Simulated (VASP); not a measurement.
# GeNH₂F: harmonic vibrations of a molecule

GeNH₂F, molecule in box, 5 atoms in the cell. PBE, harmonic vibrations; PAW potentials N, Ge_d, F, H (PBE set).

## Input

INCAR.step1:
```
PREC     = Accurate       # precision mode
ENCUT    = 400            # plane-wave cutoff, eV
EDIFF    = 1E-8           # SCF threshold, eV
ISMEAR   = 0              # smearing method
SIGMA    = 0.01           # smearing width, eV
ISYM     = 0            
LREAL    = False          # projectors in reciprocal space
LASPH    = True           # aspherical terms in the spheres
NELM     = 100            # most SCF steps
ALGO     = Normal         # electronic algorithm
LWAVE    = False          # write WAVECAR
LCHARG   = False          # write CHGCAR
IBRION   = 2              # ionic algorithm
NSW      = 60             # ionic steps
ISIF     = 2              # what is computed and relaxed
EDIFFG   = -0.002         # ionic threshold
POTIM    = 0.5            # step
```

INCAR.step2, as INCAR.step1 but for:
```
- IBRION = 2
- NSW = 60
- ISIF = 2
- EDIFFG = -0.002
- POTIM = 0.5
+ IBRION = 5
+ NFREE = 2
+ POTIM = 0.015
+ NSW = 1
```

KPOINTS:
```
k-points
0
Gamma
  1 1 1
```

POSCAR.step1:
```
GeH2NF
1.0
   12.0000000000      0.0000000000      0.0000000000
    0.0000000000     12.0000000000      0.0000000000
    0.0000000000      0.0000000000     12.0000000000
N Ge F H
1 1 1 2
Direct
    0.4480166700      0.5411875000      0.4833375000
    0.5240000000      0.4867875000      0.6018291700
    0.6210166700      0.4118958300      0.5200208300
    0.3811500000      0.5916041700      0.4895125000
    0.4691166700      0.5234958300      0.4038375000
```

Commands (each step's output is kept before the next begins):
```
cat potpaw_PBE.64/N/POTCAR potpaw_PBE.64/Ge_d/POTCAR potpaw_PBE.64/F/POTCAR potpaw_PBE.64/H/POTCAR > POTCAR
cp INCAR.step1 INCAR
cp POSCAR.step1 POSCAR
mpirun -np 4 vasp_gam > vasp.out
cp CONTCAR POSCAR
cp INCAR.step2 INCAR
mpirun -np 4 vasp_gam > vasp.out
```

## Result

- Vibrations (cm⁻¹; a negative value is imaginary): 3579, 3457, 1486, 680, 647, 582, 481, 389, 231
- Zero-point energy (eV): 0.715
- Translations and rotations, which should read zero (cm⁻¹): -20, -13, -1, 16, 19, 29
- Vibrational entropy at 298 K (meV/K): 0.207
- Displaced cells: 30
- Ionic steps, all stages: 63
- Electronic steps, all stages: 958

VASP 6.6.1 took 963 s on 4 cores (Intel Xeon Platinum 8488C (Sapphire Rapids)), a shared host.
